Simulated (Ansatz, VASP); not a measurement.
## Zn2C (antifluorite type (invented)) in two plane-wave programs

One calculation is typed for both programs; each brings its own data sets. How far apart do they land? The cell is generated by rule, not measured, and may not be a known phase. Of the first pair: The cell is taken from a series of runs on this material, whose earlier steps may have relaxed, scaled, displaced or heated it; both programs get it as it stands.

Method: plane waves, with VASP 6.6.1 beside it; relaxation of cell and atoms at LDA and zone-centre phonons at LDA, in Ansatz 0.2.0.

### 1. The structure

Symmetry: Fm-3m, No. 225, cubic system. The conventional cell has a = 5.069 Å, b = 5.069 Å, c = 5.069 Å, α = 90.00°, β = 90.00°, γ = 90.00°. Nearest to C lie 8 Zn at 2.20 Å. Zn has 4 C at 2.20 Å nearest. Farther neighbours are not listed.

### 2. Ansatz: relaxation of cell and atoms, LDA, pair 1

Ansatz runs on its default PAW (the set named soft_2) files.

The relaxed volume is the usual yardstick between codes: in a stiff, nearly cubic crystal its relative difference is about their pressure difference at one cell divided by the bulk modulus.

Contents of input.yaml:

```yaml
crystal:
  lattice:
    - [0.0, 2.5346214556, 2.5346214556]
    - [2.5346214556, 0.0, 2.5346214556]
    - [2.5346214556, 2.5346214556, 0.0]
  atoms:
    - { symbol: C, position: [0.0, 0.0, 0.0] }
    - { symbol: Zn, position: [0.25, 0.25, 0.25] }
    - { symbol: Zn, position: [0.75, 0.75, 0.75] }
kpoints:
  mp_grid: { grid: [12, 12, 12] }
hamiltonian:
  xc: lda
scf:
  occupations: { method: gaussian, width: 0.01 }
output:
  forces: true
  stress: true
  eigenvalues: true
  write_density: true
  write_potential: true
  elf: true
  volumetric_format: npy
relax:
  adjacent_minimum: "off"
  f_tol: 0.005
  max_steps: 80
  cell: { stress_tol: 0.05 }
```

Started as:

```bash
$ ansatz run input.yaml --threads 2 --pin off --max-ram 5120MiB --backend cpu --events-out ev --progress --plain --runs-dir out
```

Numbers of over 12 decimals in the logs are rounded to 6 here.

What it wrote:

```text
Engine: ansatz 0.2.0, aarch64-unknown-linux-gnu
Pseudopotentials: kind: paw
Pseudopotential: C, paw, valence charge 4, recommended cutoff 420 eV (normal), C.paw.azcp
Pseudopotential: Zn, paw, valence charge 12, recommended cutoff 420 eV (normal), Zn.paw.azcp
Functional definition: SPW92
  exchange = slater_x
  correlation = pw_c
Crystal: 3 atoms, lattice volume = 32.566 Å³
Basis set: ecut = 420 eV, 609 PW (Γ)
Bands: 18, of which v1, the nominal top of the filled ones, is band 14 counted from 1 (13 counted from 0)
Symmetry: 48 space group operations
Space group: Fm-3m (ITA 225), of the structure as read, at distance tolerance 3.2e-5 Å
k-points: 72 of 1728
Non-local potential: C, projectors of the file, l = 0: 2, l = 1: 2, l = 2: 1
Non-local potential: Zn, projectors of the file, l = 0: 2, l = 1: 2, l = 2: 3, l = 3: 1
PAW form: soft (Blöchl's): semilocal exchange-correlation on the pseudo side does not see the compensation charge
PAW frozen core: C, regenerated for the run's functional, and the local potential with it (the file was generated under x = pbe(κ = 0.804, μ = 0.219515), c = pbe(β = 0.066725))
PAW frozen core: Zn, regenerated for the run's functional, and the local potential with it (the file was generated under x = pbe(κ = 0.804, μ = 0.219515), c = pbe(β = 0.066725))
PAW one-centre angular grid: C, 110 points (default); XC on 64 Gauss nodes
PAW one-centre angular grid: Zn, 590 points (default); XC on 64 Gauss nodes
Initial density: superposition of atomic densities (neutral atoms: chi_scale 0, normalization atom), corrected by the library's trained network
Initial wavefunctions: pseudopotential atomic-orbital guess
Functional: x = slater, c = lda
SCF iter   1: F=—  HF=-6733.501247 eV  |F-HF|=—  |Δ(HF+E_count)|=         —  Δρ=8.27e-3  dr2=2.05e-2  ethr=1.77e-3  ⟨swp⟩=5.8  Hψ=6152  notcnv=0
preconditioner: auto → none  [insulator: Δε(μ)=0.122 eV  Ē_g=12.150 eV  σ=0.010 eV  W_gap=1.00  n_scr=14 (ndim 8)  ℏωp=34.4 eV  f_vac=0.001  D(μ)=0.00/eV (n_scr^D=0)  ε∞_Penn≈9.0]
SCF iter   2: F=—  HF=-6733.496068 eV  |F-HF|=—  |Δ(HF+E_count)|=   5.18e-3  Δρ=2.47e-3  dr2=2.39e-3  ethr=7.32e-5  ⟨swp⟩=2.9  Hψ=3104  notcnv=0
SCF iter   3: F=—  HF=-6733.495464 eV  |F-HF|=—  |Δ(HF+E_count)|=   6.04e-4  Δρ=1.29e-3  dr2=2.25e-4  ethr=8.55e-6  ⟨swp⟩=2.0  Hψ=2478  notcnv=0
SCF iter   4: F=—  HF=-6733.495353 eV  |F-HF|=—  |Δ(HF+E_count)|=   1.10e-4  Δρ=2.78e-4  dr2=7.91e-6  ethr=8.03e-7  ⟨swp⟩=2.0  Hψ=2448  notcnv=0
SCF iter   5: F=—  HF=-6733.495352 eV  |F-HF|=—  |Δ(HF+E_count)|=   1.57e-6  Δρ=2.80e-5  dr2=1.70e-7  ethr=2.82e-8  ⟨swp⟩=2.1  Hψ=2268  notcnv=0
SCF iter   6: F=-6733.495352 eV  HF=-6733.495352 eV  |F-HF|=1.92e-9  |Δ(HF+E_count)|=   3.24e-8  Δρ=2.86e-6  dr2=2.27e-9  ethr=3.57e-10  ⟨swp⟩=8.2  Hψ=8106  notcnv=0
SCF 1 converged in 6 iterations: F = -6733.495352 eV  dr2 = 2.27e-9
  greatest PAW one-centre occupation: 0.982 electrons in one spin orbital (limit 2), on the Zn atom at site 2 (counted from 0), in its partial waves of l = 2
relax step   1: F+E_penalty+E_count = -6733.49535171 eV  Δ(F+E_penalty+E_count) = +0.000e0 eV  max|allowed force component| = 2.159e-17 eV/Å  Δτ_max = 0.0000 Å  P = +0.098 GPa  Ω = 32.566 Å³  (6 SCF iters, dr2 threshold 1.00e-7 eV, accepted)
[...]
relax step   2: F+E_penalty+E_count = -6733.49533510 eV  Δ(F+E_penalty+E_count) = +1.662e-5 eV  max|allowed force component| = 6.476e-17 eV/Å  Δτ_max = 0.0000 Å  P = +0.046 GPa  Ω = 32.577 Å³  energy of the carried Pulay correction = -2.125e-5 eV  (6 SCF iters, accepted)
[...]
relax step   3: F+E_penalty+E_count = -6733.49533510 eV  Δ(F+E_penalty+E_count) = +1.819e-12 eV  max|allowed force component| = 8.327e-17 eV/Å  Δτ_max = 0.0000 Å  P = +0.047 GPa  Ω = 32.577 Å³  stress off target by 4.70e-2 GPa  SCF on the basis re-selected at this cell (its energy is not comparable with the rows above)  (7 SCF iters)
basis re-selected at this cell: Δ(F+E_penalty+E_count) = +1.819e-12 eV, ΔP = +0.001 GPa vs the last step (what re-selecting the basis moved, of the pressure what is left beyond the Pulay correction that the steps carried, after the strain that the cell walked since its last selection, with what the two solves' SCF thresholds leave and, on support functions, any second-order correction that the steps lacked; it is no  [...]
SCF converged after 7 iterations
Free energy (F): -6733.495335 eV
Harris-Foulkes:  -6733.495335 eV  (|F-HF|=9.09e-13)
Internal energy: -6733.495335 eV  (E = F + TS)
E sigma→0 (E₀):  -6733.495335 eV
Fermi energy:    12.899629 eV
--- Per-component energies (eV) ---
  E_band       = 149.823461
  E_kinetic    = 352.463049
  E_local      = -3070.850943  (includes V_loc(G=0)·N_el)
  E_nonlocal   = 1259.118901
  E_hartree    = 1288.056657
  E_xc         = -320.743316
  E_vxc        = -168.864220  (∫ρ·V_xc dr)
  E_paw        = -3600.953687  (= ΣΔE_a)
  E_vpaw       = -798.155985  (= ΣTr[D̂ρ^β])
  E_aug_tail   = -0.000665  (compensation charges beyond the density's cutoff)
  E_ewald      = -2643.762446
  E_core_change = 3.177115  (= ΣΔE_core)
  E_smearing   = -0.000000  (= −TS)
  E_closure    = 0.000000  (closes the sum)
  Σ components = -6733.495335   (vs F -6733.495335, Δ=0.00e0)
--- Forces (eV/Å), atoms counted from 1 ---
  atom   1  C      0.00000000     0.00000000     0.00000000
  atom   2  Zn     0.00000000    -0.00000000    -0.00000000
  atom   3  Zn    -0.00000000    -0.00000000     0.00000000
  max |Σ_I F_I| component: 3.93e-17 eV/Å
--- Stress (GPa, compression-positive) ---
        0.046963       0.000000       0.000000
       -0.000000       0.046963      -0.000000
        0.000000       0.000000       0.046963
  P = ⅓ Tr σ = 0.0470 GPa (0.470 kbar)
--- Band table (eV; the first three rows and the last of 72) ---
  k-point 0: bands = [... 10 lower, 5.8387, 12.8151, 12.8151, 12.8151, 12.9835, 16.9531, 16.9531, 16.9531]
  k-point 1: bands = [... 10 lower, 5.7971, 11.7983, 12.6840, 12.6840, 13.6376, 16.8740, 17.1728, 17.1728]
  k-point 2: bands = [... 10 lower, 5.6780, 10.4043, 12.3864, 12.3864, 13.9872, 16.9681, 17.6640, 17.6640]
  k-point 71: bands = [... 10 lower, 5.9467, 7.5390, 7.7082, 7.7082, 16.8002, 18.2119, 18.2119, 18.2786]
--- Relaxed structure (2 steps of the walk, 2 accepted, 1 SCFs on fresh bases) ---
  F+E_penalty+E_count = -6733.49533510 eV   max|allowed force component| = 8.327e-17 eV/Å   (the final SCF, on the basis selected at the relaxed cell)
  cell:  # Å, volume = 32.5766 Å³
    - [0, 2.534888, 2.534888]
    - [2.534888, 0, 2.534888]
    - [2.534888, 2.534888, 0]
  atoms:
    - { symbol: C, position: [0, 0, 0] }
    - { symbol: Zn, position: [0.250000, 0.250000, 0.250000] }
    - { symbol: Zn, position: [0.750000, 0.750000, 0.750000] }
```

In the SCF lines HF is the Harris–Foulkes energy and dr2 the Hartree energy of the density residual, in eV; the loop may stop once dr2 is under the threshold and the program's other checks hold. Hψ counts applications of the Hamiltonian.

### 3. VASP: relaxation of cell and atoms, LDA, pair 1

The same cell, functional (in two slightly different forms), mesh and smearing now go to VASP, with its own data sets.

Lines of VASP's logs that name or quote its potential files are left out, and so is its time.

Contents of INCAR:

```
SYSTEM = Zn2C
PREC = Accurate
ENCUT = 600
EDIFF = 1E-07
NELM = 120
ISMEAR = 0
SIGMA = 0.01
LREAL = .FALSE.
ALGO = Normal
GGA = CA
NBANDS = 20
LORBIT = 11
LWAVE = .FALSE.
LCHARG = .FALSE.
ISIF = 3
IBRION = 2
NSW = 80
EDIFFG = -0.005
LASPH = .TRUE.
GGA_COMPAT = .FALSE.
NELMIN = 4
EFERMI = MIDGAP
KPAR = 2
```

Contents of POSCAR:

```
Zn2C
1.0
    0.0000000000      2.5346210000      2.5346210000
    2.5346210000      0.0000000000      2.5346210000
    2.5346210000      2.5346210000      0.0000000000
C Zn
1 2
Direct
    0.0000000000      0.0000000000      0.0000000000
    0.2500000986      0.2500000986      0.2500000986
    0.7500000986      0.7500000986      0.7500000986
```

Contents of KPOINTS:

```
Automatic mesh
0
Gamma
12 12 12
0 0 0
```

Potentials, in the order of the species: C and Zn (LDA family, release 64).

Started as:

```bash
$ mpirun -np 2 vasp_std
```

What it wrote:

```text
[banner, memory and clock lines left out]
running    2 mpi-ranks, on    1 nodes
 distrk:  each k-point on    1 cores,    2 groups
 distr:  one band on    1 cores,    1 groups

 POSCAR found type information on POSCAR C Zn
 POSCAR found :  2 types and       3 ions
 LDA part: xc-table for (Slater(with rela. corr.)+CA(PZ))
 , standard interpolation
 POSCAR, INCAR and KPOINTS ok, starting setup
 FFT: planning ... GRIDC
 FFT: planning ... GRID_SOFT
 FFT: planning ... GRID
 WAVECAR not read
 entering main loop
       N       E                     dE             d eps       ncg     rms          rms(c)
DAV:   1     0.151915369014E+03    0.15192E+03   -0.15749E+04  2904   0.244E+03
DAV:   2    -0.267468427898E+01   -0.15459E+03   -0.14852E+03  2920   0.367E+02
DAV:   3    -0.136565170211E+02   -0.10982E+02   -0.10804E+02  3164   0.976E+01
DAV:   4    -0.138802142700E+02   -0.22370E+00   -0.22326E+00  3080   0.129E+01
DAV:   5    -0.138818896202E+02   -0.16754E-02   -0.16753E-02  3248   0.108E+00    0.110E+01
DAV:   6    -0.119013505141E+02    0.19805E+01   -0.52631E+00  4148   0.563E+01    0.785E+00
DAV:   7    -0.118928546900E+02    0.84958E-02   -0.92589E-01  3232   0.124E+01    0.413E+00
DAV:   8    -0.118655976105E+02    0.27257E-01   -0.61959E-02  3184   0.179E+00    0.122E+00
DAV:   9    -0.118620717544E+02    0.35259E-02   -0.40573E-03  3740   0.693E-01    0.137E-01
DAV:  10    -0.118619839208E+02    0.87834E-04   -0.10781E-03  3788   0.276E-01    0.666E-02
DAV:  11    -0.118619947031E+02   -0.10782E-04   -0.13540E-04  3088   0.980E-02    0.297E-02
DAV:  12    -0.118619911428E+02    0.35603E-05   -0.11939E-05  3296   0.302E-02    0.677E-03
DAV:  13    -0.118619909035E+02    0.23925E-06   -0.85334E-07  3152   0.948E-03    0.334E-03
DAV:  14    -0.118619906884E+02    0.21516E-06   -0.72042E-07  3524   0.123E-02    0.935E-04
DAV:  15    -0.118619906953E+02   -0.69595E-08   -0.75400E-08  1912   0.181E-03
   1 F= -.11861991E+02 E0= -.11861991E+02  d E =-.118620E+02
 curvature:   0.00 expect dE= 0.000E+00 dE for cont linesearch  0.000E+00
 trial: gam= 0.00000 g(F)=  0.177E-40 g(S)=  0.206E-02 ort = 0.000E+00 (trialstep = 0.100E+01)
 search vector abs. value=  0.206E-02
 bond charge predicted
       N       E                     dE             d eps       ncg     rms          rms(c)
DAV:   1    -0.118962242792E+02   -0.34234E-01   -0.37643E-01  3228   0.133E+01    0.129E+00
DAV:   2    -0.118668514707E+02    0.29373E-01   -0.98196E-02  3200   0.827E+00    0.512E-01
DAV:   3    -0.118635791946E+02    0.32723E-02   -0.21814E-03  3132   0.530E-01    0.256E-01
DAV:   4    -0.118624958185E+02    0.10834E-02   -0.24917E-04  4144   0.340E-01    0.773E-02
DAV:   5    -0.118623746872E+02    0.12113E-03   -0.12347E-04  4580   0.157E-01    0.623E-03
DAV:   6    -0.118623757213E+02   -0.10341E-05   -0.21669E-05  2972   0.396E-02    0.365E-03
DAV:   7    -0.118623760265E+02   -0.30519E-06   -0.89823E-07  3732   0.205E-02    0.140E-03
DAV:   8    -0.118623759892E+02    0.37296E-07   -0.27754E-07  2140   0.107E-02
   2 F= -.11862376E+02 E0= -.11862376E+02  d E =-.385294E-03
 trial-energy change:   -0.000385  1 .order   -0.000385   -0.002055    0.001286
 step:   0.6151(harm=  0.6151)  dis= 0.00000  next Energy=   -11.862623 (dE=-0.632E-03)
 bond charge predicted
       N       E                     dE             d eps       ncg     rms          rms(c)
DAV:   1    -0.118676866312E+02   -0.53106E-02   -0.55481E-02  3240   0.507E+00    0.501E-01
DAV:   2    -0.118632845637E+02    0.44021E-02   -0.15210E-02  3200   0.330E+00    0.195E-01
DAV:   3    -0.118628014903E+02    0.48307E-03   -0.36517E-04  3348   0.259E-01    0.979E-02
DAV:   4    -0.118626395136E+02    0.16198E-03   -0.43206E-05  4128   0.137E-01    0.304E-02
DAV:   5    -0.118626203939E+02    0.19120E-04   -0.18507E-05  4592   0.645E-02    0.247E-03
DAV:   6    -0.118626205762E+02   -0.18230E-06   -0.37911E-06  2972   0.172E-02    0.147E-03
DAV:   7    -0.118626206254E+02   -0.49185E-07   -0.13735E-07  1804   0.845E-03
   3 F= -.11862621E+02 E0= -.11862621E+02  d E =-.629930E-03
 curvature:  -0.31 expect dE=-0.175E-05 dE for cont linesearch -0.175E-05
 trial: gam=-0.04987 g(F)=  0.267E-42 g(S)=  0.570E-05 ort = 0.108E-03 (trialstep = 0.923E+00)
 search vector abs. value=  0.159E-07
 reached required accuracy - stopping structural energy minimisation
```

From OUTCAR (step 3):

```text
ion  position               nearest neighbor table
   1  0.000  0.000  0.000-   3 2.20   2 2.20   2 2.20   2 2.20   3 2.20   3 2.20   3 2.20   2 2.20

  LATTYP: Found a face centered cubic cell.
 ALAT       =     5.0692420000

 Subroutine GETGRP returns: Found 48 space group operations
 (whereof 48 operations were pure point group operations)

The static configuration has the point symmetry O_h .

 Found     72 irreducible k-points:

   k-points           NKPTS =     72   k-points in BZ     NKDIM =     72   number of bands    NBANDS=     20

   dimension x,y,z NGX =    30 NGY =   30 NGZ =   30
   dimension x,y,z NGXF=    60 NGYF=   60 NGZF=   60

   ENCUT  =  600.0 eV  44.10 Ry    6.64 a.u.   7.16  7.16  7.16*2*pi/ulx,y,z

   NELECT =      28.0000    total number of electrons

 k-points in reciprocal lattice and weights: Automatic mesh
   0.00000000  0.00000000  0.00000000       0.001
   0.08333333  0.00000000  0.00000000       0.005
   0.16666667  0.00000000  0.00000000       0.005
   0.25000000  0.00000000  0.00000000       0.005
   0.33333333  0.00000000  0.00000000       0.005
   0.41666667  0.00000000  0.00000000       0.005
   0.50000000  0.00000000  0.00000000       0.002
   0.08333333  0.08333333  0.00000000       0.003
   0.16666667  0.08333333  0.00000000       0.014
[...]
-0.33333333  0.50000000  0.16666667       0.007
  -0.25000000  0.50000000  0.25000000       0.003

 average (electrostatic) potential at core
       1 -54.5010       2 -36.2816       3 -36.2816

 E-fermi :   5.0389

 k-point     1 :       0.0000    0.0000    0.0000
  band No.  band energies     occupation
    ...
     10      -2.0506      2.00000
     11      -2.0506      2.00000
     12       4.9458      2.00000
     13       4.9458      2.00000
     14       4.9458      2.00000
     15       5.1321      0.00000
     16       9.0838      0.00000
     17       9.0838      0.00000
     18       9.0838      0.00000
     19      14.8286      0.00000
    ...

 k-point     2 :       0.0833    0.0000    0.0000
  band No.  band energies     occupation
    ...
     10      -2.0915      2.00000
     11      -2.0915      2.00000
     12       3.9305      2.00000
     13       4.8154      2.00000
     14       4.8154      2.00000
     15       5.7837      0.00000
     16       9.0087      0.00000
     17       9.3029      0.00000
     18       9.3029      0.00000
     19      15.2518      0.00000
    ...

 k-point     3 :       0.1667    0.0000    0.0000
  band No.  band energies     occupation
    ...
     10      -2.2087      2.00000
     11      -2.2087      2.00000
     12       2.5350      2.00000
     13       4.5184      2.00000
     14       4.5184      2.00000
     15       6.1322      0.00000
     16       9.1114      0.00000
     17       9.7919      0.00000
     18       9.7919      0.00000
     19      14.9313      0.00000
    ...

  Total        0.0108665      0.0108665      0.0108665      0.0000000      0.0000000     -0.0000000
  in kB        0.5313418      0.5313418      0.5313418      0.0000000      0.0000000     -0.0000000
  external PRESSURE =       0.5313418 kB  Pullay stress =       0.0000000 kB

  energy-cutoff  :      600.00
  volume of cell :       32.77
      direct lattice vectors                 reciprocal lattice vectors
    -0.000000000  2.539795830  2.539795830    -0.196866218  0.196866218  0.196866218
     2.539795830  0.000000000  2.539795830     0.196866218 -0.196866218  0.196866218
     2.539795830  2.539795830  0.000000000     0.196866218  0.196866218 -0.196866218

 POSITION                                       TOTAL-FORCE (eV/Angst)
 -----------------------------------------------------------------------------------
      0.00000      0.00000      0.00000        -0.000000      0.000000      0.000000
      1.26990      1.26990      1.26990        -0.000000     -0.000000     -0.000000
      3.80969      3.80969      3.80969         0.000000      0.000000      0.000000
 -----------------------------------------------------------------------------------
    total drift:                               -0.000114     -0.000114     -0.000114

  FREE ENERGIE OF THE ION-ELECTRON SYSTEM (eV)
  ---------------------------------------------------
  free  energy   TOTEN  =       -11.8626206254 eV

  energy  without entropy=      -11.8626206254  energy(sigma->0) =      -11.86262063

 reached required accuracy - stopping structural energy minimisation

 total charge
# of ion       s       p       d       tot
------------------------------------------
    1        0.812   1.466   0.000   2.278
    2        0.559   0.607   9.822  10.988
    3        0.559   0.607   9.822  10.988
--------------------------------------------------
tot          1.931   2.680  19.644  24.255

[... 3 further parts left out ...]
```

CONTCAR:

```
Zn2C
   1.00000000000000
    -0.0000000000000000    2.5397958298611543    2.5397958298611543
     2.5397958298611543    0.0000000000000000    2.5397958298611543
     2.5397958298611543    2.5397958298611543    0.0000000000000000
  C               Zn
     1     2
Direct
     0.0000000000000000    0.0000000000000000    0.0000000000000000
     0.2500000985999975    0.2500000985999975    0.2500000985999975
     0.7500000985999975    0.7500000985999975    0.7500000985999975
```

### 4. Side by side

Known differences besides the potentials themselves: the two LDA forms differ slightly; the cutoff is 420 eV in Ansatz and 600 eV in VASP; VASP's log shows a relativistic correction to its local exchange, Ansatz's none; Ansatz adds a Pulay correction to the stress that steers its cell, VASP none. Total energies have different zeros and are not compared.

Both answers:

```
                                         quantity  Ansatz   VASP  difference
                                      volume (Å³)   32.58  32.77     -0.58 %
edge a after relaxation, in the typed setting (Å)   3.585  3.592     -0.19 %
```

(Continued in part 2 of 2.)

[Lines on the potential files, build, host, timing and source positions are cut from VASP's logs without a mark.]

[Logs are printed without paths, hosts, clocks, repeated set-up lines and the standing remarks that a program may print on its own settings, such as how far it seeks lower states.]

[Hosts, paths, dates, database ids (printed as entryN), source tags and the programs' standing remarks are cut or masked in the printed files.]
